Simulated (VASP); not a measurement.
Here is the system:

```
TlBr
1.0
    4.15960     0.00000     0.00000
    0.00000     4.15960     0.00000
    0.00000     0.00000     4.15960
Tl Br
1 1
Cartesian
  0.00000   0.00000   0.00000
  2.07980   2.07980   2.07980
```

All values below come from revPBE GGA, VASP's PBE PAW potentials (set 64) (plane waves; VASP 6.6.1). Numerical set-up: 520 eV cut-off, 7×7×7 Γ-centred mesh, tetrahedra with Blöchl corrections, potentials Tl_d Br.

Predict the energy per atom (σ→0).

```json
{
  "energy per atom (σ→0)": "-2.529 eV/atom"
}
```

The compound is TlBr in the CsCl type structure. It was relaxed first, which changed the volume by +13 %.
